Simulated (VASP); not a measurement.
These are revTPSS meta-GGA, VASP's PBE PAW potentials (set 64) (plane waves; VASP 6.6.1) values and carry that method's errors.

The input files of a VASP run:

File KPOINTS:
```
K-points
0
Gamma
9 9 9
```

**POSCAR**
```
LiCl
1
    0.0000000000     2.5825324063     2.5825324063
    2.5825324063     0.0000000000     2.5825324063
    2.5825324063     2.5825324063     0.0000000000
Li Cl
1 1
Direct
  0.0000000000   0.0000000000   1.0000000000
  0.5000000000   0.5000000000   0.5000000000
```

**INCAR**
```
# general
SYSTEM  = LiCl
PREC    = Accurate
ENCUT   = 520
LREAL   = .FALSE.
LASPH   = .TRUE.

# electronic loop
EDIFF   = 1E-7
NELM    = 100
ALGO    = Normal
LMIXTAU = .TRUE.

# smearing
ISMEAR  = 0
SIGMA   = 0.05

# functional
METAGGA = RTPSS

# ions
ISIF    = 2

# output
LWAVE   = .FALSE.
LCHARG  = .FALSE.
```

POTCAR, in this order: Li_sv Cl (PBE.64 set). Program: vasp_std.

Problem. Estimate the energy per atom (σ→0), pressure, band gap (on the k-mesh).

Solution. 
```yaml
energy per atom (σ→0): -4.630 eV/atom
band gap (on the k-mesh): 6.44 eV
pressure: -1.80 GPa
```

File OSZICAR:
```
...
DAV:  36    -0.926077885843E+01   -0.49283E-07   -0.15975E-06   788   0.174E-02    0.547E-03
DAV:  37    -0.926077554481E+01    0.33136E-05   -0.44941E-06   671   0.180E-02    0.140E-03
DAV:  38    -0.926077579639E+01   -0.25158E-06   -0.53248E-07   776   0.937E-03    0.233E-03
DAV:  39    -0.926077622812E+01   -0.43173E-06   -0.18105E-07   852   0.442E-03    0.275E-03
DAV:  40    -0.926077454306E+01    0.16851E-05   -0.50455E-06   679   0.180E-02    0.144E-03
DAV:  41    -0.926077405032E+01    0.49274E-06   -0.60282E-07   971   0.697E-03    0.157E-03
DAV:  42    -0.926077397301E+01    0.77309E-07   -0.15489E-07   693   0.339E-03
   1 F= -.92607740E+01 E0= -.92607740E+01  d E =-.384450E-22
```

The compound is LiCl in the rock salt structure. This cell is one point of a volume scan, at 1.06 of the reference volume.
